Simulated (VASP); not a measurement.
These are optB88-vdW, VASP's PBE PAW potentials (set 64) (plane waves; VASP 6.6.1) values and carry that method's errors.

Input for VASP

INCAR:
```
SYSTEM = Rb
PREC = Accurate
ENCUT = 520
EDIFF = 1E-7
NELM = 100
ALGO = Normal
LREAL = .FALSE.
LASPH = .TRUE.
ISMEAR = -5
GGA = BO
PARAM1 = 0.1833333333
PARAM2 = 0.22
LUSE_VDW = .TRUE.
AGGAC = 0.0
LMAXMIX = 4
LWAVE = .FALSE.
LCHARG = .TRUE.
LORBIT = 11
NEDOS = 601
ISIF = 2
```

**POSCAR**
```
Rb
1
   -2.7547660569     2.7547660569     2.7547660569
    2.7547660569    -2.7547660569     2.7547660569
    2.7547660569     2.7547660569    -2.7547660569
Rb
1
Direct
  0.0000000000   0.0000000000   0.0000000000
```

**KPOINTS**
```
K-points
0
Gamma
  11 11 11
```

POTCAR, in this order: Rb_sv (PBE.64 set). Program: vasp_std.

Estimate the energy per atom (σ→0), band gap (on the k-mesh).

```json
{
  "energy per atom (σ→0)": "1.214 eV/atom",
  "band gap (on the k-mesh)": "none (metal, semimetal or under 0.01 eV)"
}
```

**OSZICAR**
```
...
DAV:   7     0.121443374590E+01   -0.48873E-03   -0.32962E-03  1128   0.361E-01    0.411E-02
DAV:   8     0.121421105228E+01   -0.22269E-03   -0.34480E-04  1192   0.929E-02    0.155E-02
DAV:   9     0.121416612655E+01   -0.44926E-04   -0.79996E-05  1192   0.384E-02    0.483E-03
DAV:  10     0.121415860648E+01   -0.75201E-05   -0.21866E-05  1248   0.227E-02    0.160E-03
DAV:  11     0.121415781146E+01   -0.79501E-06   -0.16979E-06  1280   0.584E-03    0.124E-03
DAV:  12     0.121415762661E+01   -0.18485E-06   -0.58900E-07  1160   0.315E-03    0.352E-04
DAV:  13     0.121415762610E+01   -0.51455E-09   -0.10586E-08   952   0.610E-04
   1 F= 0.12141576E+01 E0= 0.12141576E+01  d E =0.000000E+00
```

The compound is Rb in the bcc structure. It was relaxed first, which changed the volume by -7 %.
